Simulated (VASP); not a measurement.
# La3Be (Pm-3m) in VASP: single point with PBE

Aim: the single point of La3Be with PBE.

Everything below comes from runs of VASP 6.6.1. Logs are shortened: lines on timing, memory, paths and dates and some standing lists are left out, and cuts for length are marked.

## 1. Starting point

It takes space group Pm-3m (No. 221, cubic). The conventional cell has a = 4.889 Å, b = 4.889 Å, c = 4.889 Å, α = 90.00°, β = 90.00°, γ = 90.00°. La (site symmetry 4/mmm) has 8 La at 3.46 Å and 4 Be at 3.46 Å as nearest neighbours. Be (site symmetry m-3m) is surrounded by 12 La at 3.46 Å.

The cell was built by a generator and needn't be a form met in nature.

## 2. Single point, PBE

File INCAR:

```
SYSTEM = La3Be
ALGO     = Fast           ! electronic algorithm
EDIFF    = 1E-6           ! SCF threshold, eV
ENCUT    = 520            ! plane-wave cutoff, eV
GGA      = PE             ! functional
ISIF     = 2              ! what is computed and relaxed
ISMEAR   = 1              ! smearing method
LASPH    = .TRUE.         ! aspherical terms in the spheres
LCHARG   = .FALSE.        ! write CHGCAR
LREAL    = .FALSE.        ! projectors in reciprocal space
LWAVE    = .FALSE.        ! write WAVECAR
NBANDS   = 26             ! bands
NELM     = 100            ! most SCF steps
PREC     = Accurate       ! precision mode
SIGMA    = 0.2152         ! smearing width, eV
```

File KPOINTS:

```
k-points
0
G
  7 7 7
  0 0 0
```

File POSCAR:

```
La3Be
1.0
    4.8891460000      0.0000000000      0.0000000000
    0.0000000000      4.8891460000      0.0000000000
    0.0000000000      0.0000000000      4.8891460000
La Be
3 1
Direct
    0.0000000000      0.5000000000      0.5000000000
    0.5000000000      0.0000000000      0.5000000000
    0.5000000000      0.5000000000      0.0000000000
    0.0000000000      0.0000000000      0.0000000000
```

Potentials or basis: VASP PAW PBE potentials, release 64 (La, Be).

Started as:

```sh
$ cat potpaw_PBE.64/La/POTCAR potpaw_PBE.64/Be/POTCAR > POTCAR
$ mpirun -np 1 vasp_std > vasp.out
```

OUTCAR:

```text
SYSTEM = La3Be
   EDIFF = 1E-6
   ENCUT = 520
   GGA = PE
   ISIF = 2
   ISMEAR = 1
   LASPH = .TRUE.
   LREAL = .FALSE.
   NELM = 100
   PREC = Accurate

 ion  position               nearest neighbor table
   1  0.000  0.500  0.500-   2 3.46   3 3.46   3 3.46   2 3.46   2 3.46   3 3.46   3 3.46   2 3.46

   2  0.500  0.000  0.500-   1 3.46   3 3.46   3 3.46   1 3.46   3 3.46   3 3.46   1 3.46   1 3.46

   3  0.500  0.500  0.000-   1 3.46   2 3.46   1 3.46   2 3.46   2 3.46   2 3.46   1 3.46   1 3.46

   4  0.000  0.000  0.000-

  LATTYP: Found a simple cubic cell.
 ALAT       =     4.8891460000

  Lattice vectors:

 A1 = (   4.8891460000,   0.0000000000,   0.0000000000)
 A2 = (   0.0000000000,   4.8891460000,   0.0000000000)
 A3 = (   0.0000000000,   0.0000000000,   4.8891460000)

Analysis of symmetry for initial positions (statically):
=====================================================================
 Subroutine PRICEL returns:
 Original cell was already a primitive cell.

 Routine SETGRP: Setting up the symmetry group for a
 simple cubic supercell.

 Subroutine GETGRP returns: Found 48 space group operations
 (whereof 48 operations were pure point group operations)
 out of a pool of 48 trial point group operations.

The static configuration has the point symmetry O_h .

Analysis of symmetry for dynamics (positions and initial velocities):
=====================================================================
 Subroutine PRICEL returns:
 Original cell was already a primitive cell.

 Routine SETGRP: Setting up the symmetry group for a
 simple cubic supercell.

 Subroutine GETGRP returns: Found 48 space group operations
 (whereof 48 operations were pure point group operations)
 out of a pool of 48 trial point group operations.

The dynamic configuration has the point symmetry O_h .

 Subroutine INISYM returns: Found 48 space group operations
 (whereof 48 operations are pure point group operations),
 and found     1 'primitive' translations

----------------------------------------------------------------------------------------

                                     Primitive cell

  volume of cell :     116.8689

  direct lattice vectors                    reciprocal lattice vectors
[... 84 lines left out ...]
   ENCUT  =  520.0 eV  38.22 Ry    6.18 a.u.   9.09  9.09  9.09*2*pi/ulx,y,z
   NELM   =    100;   NELMIN=  2; NELMDL= -5     # of ELM steps
   EDIFF  = 0.1E-05   stopping-criterion for ELM
   LREAL  =      F    real-space projection
   EDIFFG = 0.1E-04   stopping-criterion for IOM
   NSW    =      0    number of steps for IOM
   IBRION =     -1    ionic relax: 0-MD 1-quasi-New 2-CG
   NFREE  =      0    steps in history (QN), initial steepest desc. (CG)
   ISIF   =      2    stress and relaxation
   ISYM   =      2    0-nonsym 1-usesym 2-fastsym
   POTIM  = 0.5000    time-step for ionic-motion
   TEBEG  =    0.0;   TEEND  =   0.0 temperature during run
   PSTRESS=    0.0 pullay stress
   NELECT =      35.0000    total number of electrons
   NUPDOWN=      -1.0000    fix difference up-down
   EMIN   =  10.00;   EMAX   =-10.00  energy-range for DOS
   EFERMI =   0.00;   METHOD = LEGACY
   ISMEAR =     1;   SIGMA  =   0.22  broadening in eV -4-tet -1-fermi 0-gaus
   EFERMI_NEDOS =   21; number of points for ismear=-14 and -15
   IALGO  =     68    algorithm
   IMIX   =      4    mixing-type and parameters
     AMIX     =   0.40;   BMIX     =  1.00
     AMIX_MAG =   1.60;   BMIX_MAG =  1.00
  volume/ion in A,a.u.               =      29.22       197.17
  Fermi-wavevector in a.u.,A,eV,Ry     =   1.095295  2.069808 16.322522  1.199672
  Thomas-Fermi vector in A             =   2.231616
   LORBIT       =      0    0 simple, 1 ext, 2 COOP (PROOUT), +10 PAW based schemes
   GGA     = PE    functional components
   LHFCALC =     F    Hartree Fock is set to
   AEXX    =    0.0000 exact exchange contribution
   IVDW    =     0    specifies the selected vdW correction
   LEPSILON=     F    determine dielectric tensor
   LRPA    =     F    only Hartree local field effects (RPA)
 non-spin polarized calculation
 RMM-DIIS sequential band-by-band and
 Methfessel and Paxton  Order N= 1 SIGMA  =   0.22
  energy-cutoff  :      520.00
  volume of cell :      116.87
 maximum number of plane-waves:      3162
   NGX = 19   NGY = 19   NGZ = 19

 number of electron      35.0000007 magnetization

 Free energy of the ion-electron system (eV)
  ---------------------------------------------------
  ext. energy  EPLUGINS =         0.00000000
  ---------------------------------------------------
  free energy    TOTEN  =       -17.37755398 eV

  energy without entropy =      -17.37888225  energy(sigma->0) =      -17.37799674

 E-fermi :   7.7026     XC(G=0):  -9.7555

 val. band max:        7.6952796465   @ k =   0.2857   0.2857   0.0000
 cond. band min:       7.7143200901   @ k =   0.2857   0.0000   0.0000
 fundamental gap:      0.0190404436
 Fermi energy:         7.7026094495

 k-point     1 :       0.0000    0.0000    0.0000
  band No.  band energies     occupation
      1     -25.0560      2.00000
      2     -24.5845      2.00000
      3     -24.5845      2.00000
      4      -9.4742      2.00000
      5      -9.4742      2.00000
      6      -9.4742      2.00000
[... 569 lines left out ...]
     25       9.6080     -0.00000
     26       9.6837     -0.00000

------------------------ aborting loop because EDIFF is reached ----------------------------------------

  FORCE on cell =-STRESS in cart. coord.  units (eV):
  Direction    XX          YY          ZZ          XY          YZ          ZX
  --------------------------------------------------------------------------------------
  -------------------------------------------------------------------------------------
  Total       -0.0643772     -0.0643772     -0.0643772      0.0000000     -0.0000000      0.0000000
  in kB       -0.8825594     -0.8825594     -0.8825594      0.0000000     -0.0000000      0.0000000
  external PRESSURE =      -0.8825594 kB  Pullay stress =       0.0000000 kB

 VOLUME and BASIS-vectors are now :
 -----------------------------------------------------------------------------
  energy-cutoff  :      520.00
  volume of cell :      116.87
      direct lattice vectors                 reciprocal lattice vectors
     4.889146000  0.000000000  0.000000000     0.204534698  0.000000000  0.000000000
     0.000000000  4.889146000  0.000000000     0.000000000  0.204534698  0.000000000
     0.000000000  0.000000000  4.889146000     0.000000000  0.000000000  0.204534698

 POSITION                                       TOTAL-FORCE (eV/Angst)
 -----------------------------------------------------------------------------------
      0.00000      2.44457      2.44457         0.000000      0.000000      0.000000
      2.44457      0.00000      2.44457         0.000000      0.000000      0.000000
      2.44457      2.44457      0.00000         0.000000      0.000000      0.000000
      0.00000      0.00000      0.00000         0.000000      0.000000      0.000000
 -----------------------------------------------------------------------------------
    total drift:                                0.000000      0.000000      0.000000

  FREE ENERGIE OF THE ION-ELECTRON SYSTEM (eV)
  ---------------------------------------------------
  free  energy   TOTEN  =       -17.3775539802 eV

  energy  without entropy=      -17.3788822505  energy(sigma->0) =      -17.37799674
```

OSZICAR:

```text
N       E                     dE             d eps       ncg     rms          rms(c)
DAV:   1     0.438012567109E+03    0.43801E+03   -0.12248E+04  1040   0.182E+03
DAV:   2     0.536818016640E+02   -0.38433E+03   -0.37644E+03  1632   0.353E+02
DAV:   3    -0.930112378247E+01   -0.62983E+02   -0.61214E+02  1666   0.191E+02
[... 38 lines left out ...]
RMM:  42    -0.173775490985E+02   -0.15056E-05   -0.15319E-05  1297   0.284E-02    0.168E-03
RMM:  43    -0.173775505544E+02   -0.14559E-05   -0.14341E-05  1298   0.277E-02    0.172E-03
RMM:  44    -0.173775518414E+02   -0.12870E-05   -0.12000E-05  1274   0.275E-02    0.817E-04
RMM:  45    -0.173775530118E+02   -0.11704E-05   -0.11038E-05  1252   0.259E-02    0.216E-04
RMM:  46    -0.173775539802E+02   -0.96846E-06   -0.96035E-06  1235   0.261E-02
   1 F= -.17377554E+02 E0= -.17377997E+02  d E =0.132827E-02
```

stdout:

```text
POSCAR found type information on POSCAR LaBe
 POSCAR found :  2 types and       4 ions
 scaLAPACK will be used
 LDA part: xc-table for (Slater+PW92), standard interpolation
 POSCAR, INCAR and KPOINTS ok, starting setup
 FFT: planning ... GRIDC
 FFT: planning ... GRID_SOFT
 FFT: planning ... GRID
 WAVECAR not read
 entering main loop
WARNING in EDDRMM: call to ZHEGV failed, returncode =   6  3     17
```

Wall time 4.1 min (1 thread of Intel Xeon Platinum 8375C at 2.90GHz (Ice Lake), shared host); peak memory 0.25 GiB.

Results:

```yaml
Free_energy: -17.3776 eV
Pressure: -0.1 GPa
Band_gap_on_the_k_mesh: none (metal or under the smearing width)
```

Levels at points of the mesh, in eV from the Fermi level:
| k point | band 15 | band 16 | band 17 | band 18 | band 19 | band 20 | band 21 | band 22 |
| --- | --- | --- | --- | --- | --- | --- | --- | --- |
| (0.00, 0.00, 0.00) | -0.94 | -0.94 | -0.94 | -0.82 | -0.82 | 1.25 | 1.25 | 1.25 |

The run has no spin-orbit coupling, so splittings on La are missing.
